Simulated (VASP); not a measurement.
A convergence study with VASP on PbSe (rock salt): one setting is varied, all else stays as given below, so the limit is that of these other settings.

```xyz
2
Lattice="0.0000 3.0600 3.0600 3.0600 0.0000 3.0600 3.0600 3.0600 0.0000" Properties=species:S:1:pos:R:3 pbc="T T T"
Pb     0.0000     0.0000     0.0000
Se     3.0600     3.0600     3.0600
```

The numbers are results of PBE GGA, VASP's PBE PAW potentials (set 64) (plane waves; VASP), not measurements. The tightest run used: 550 eV cut-off, 16×16×16 Γ-centred mesh, tetrahedra with Blöchl corrections, potentials Pb_d Se.

Unless said otherwise, spin-orbit coupling is left out, though it shifts the bands of the heavy elements here. Gaps are read on the run's mesh, which can miss a band edge.

**Question.** The settings run are 3×3×3 mesh; 4×4×4 mesh; 5×5×5 mesh; 6×6×6 mesh; 7×7×7 mesh; 8×8×8 mesh; 9×9×9 mesh; 10×10×10 mesh; 11×11×11 mesh; 12×12×12 mesh; 13×13×13 mesh; 14×14×14 mesh; 15×15×15 mesh; 16×16×16 mesh. From which on does the energy per atom stay within 0.01 eV/atom of the tightest run?

**Answer.** From 4×4×4 mesh on: it is off by 0.0045 there and by no more than 0.01 in any finer run, while 3×3×3 mesh is off by 0.0578.
```json
[
 {"setting": "3×3×3 mesh", "E (eV/atom)": "-4.1462", "pressure (GPa)": "1.52", "gap on the mesh (eV)": "2.023", "irreducible k-points": "4", "difference judged (eV/atom)": "0.0578"},
 {"setting": "4×4×4 mesh", "E (eV/atom)": "-4.0838", "pressure (GPa)": "2.47", "gap on the mesh (eV)": "0.290", "irreducible k-points": "8", "difference judged (eV/atom)": "0.0045"},
 {"setting": "5×5×5 mesh", "E (eV/atom)": "-4.0946", "pressure (GPa)": "2.29", "gap on the mesh (eV)": "1.186", "irreducible k-points": "10", "difference judged (eV/atom)": "0.0063"},
 {"setting": "6×6×6 mesh", "E (eV/atom)": "-4.0903", "pressure (GPa)": "2.42", "gap on the mesh (eV)": "0.290", "irreducible k-points": "16", "difference judged (eV/atom)": "0.0020"},
 {"setting": "7×7×7 mesh", "E (eV/atom)": "-4.0897", "pressure (GPa)": "2.41", "gap on the mesh (eV)": "0.862", "irreducible k-points": "20", "difference judged (eV/atom)": "0.0014"},
 {"setting": "8×8×8 mesh", "E (eV/atom)": "-4.0888", "pressure (GPa)": "2.46", "gap on the mesh (eV)": "0.289", "irreducible k-points": "29", "difference judged (eV/atom)": "0.0005"},
 {"setting": "9×9×9 mesh", "E (eV/atom)": "-4.0888", "pressure (GPa)": "2.44", "gap on the mesh (eV)": "0.692", "irreducible k-points": "35", "difference judged (eV/atom)": "0.0005"},
 {"setting": "10×10×10 mesh", "E (eV/atom)": "-4.0884", "pressure (GPa)": "2.47", "gap on the mesh (eV)": "0.289", "irreducible k-points": "47", "difference judged (eV/atom)": "0.0001"},
 {"setting": "11×11×11 mesh", "E (eV/atom)": "-4.0885", "pressure (GPa)": "2.46", "gap on the mesh (eV)": "0.589", "irreducible k-points": "56", "difference judged (eV/atom)": "0.0002"},
 {"setting": "12×12×12 mesh", "E (eV/atom)": "-4.0884", "pressure (GPa)": "2.47", "gap on the mesh (eV)": "0.289", "irreducible k-points": "72", "difference judged (eV/atom)": "0.0000"},
 {"setting": "13×13×13 mesh", "E (eV/atom)": "-4.0884", "pressure (GPa)": "2.47", "gap on the mesh (eV)": "0.521", "irreducible k-points": "84", "difference judged (eV/atom)": "0.0001"},
 {"setting": "14×14×14 mesh", "E (eV/atom)": "-4.0883", "pressure (GPa)": "2.47", "gap on the mesh (eV)": "0.289", "irreducible k-points": "104", "difference judged (eV/atom)": "0.0000"},
 {"setting": "15×15×15 mesh", "E (eV/atom)": "-4.0883", "pressure (GPa)": "2.47", "gap on the mesh (eV)": "0.473", "irreducible k-points": "120", "difference judged (eV/atom)": "0.0000"},
 {"setting": "16×16×16 mesh", "E (eV/atom)": "-4.0883", "pressure (GPa)": "2.47", "gap on the mesh (eV)": "0.289", "irreducible k-points": "145", "difference judged (eV/atom)": "0.0000"}
]
```

Left out are rungs that failed or repeat a setting and relaxations that didn't move; long series are thinned to 24 rows.

The compound is PbSe in the rock salt structure. The cell was not relaxed at this level.
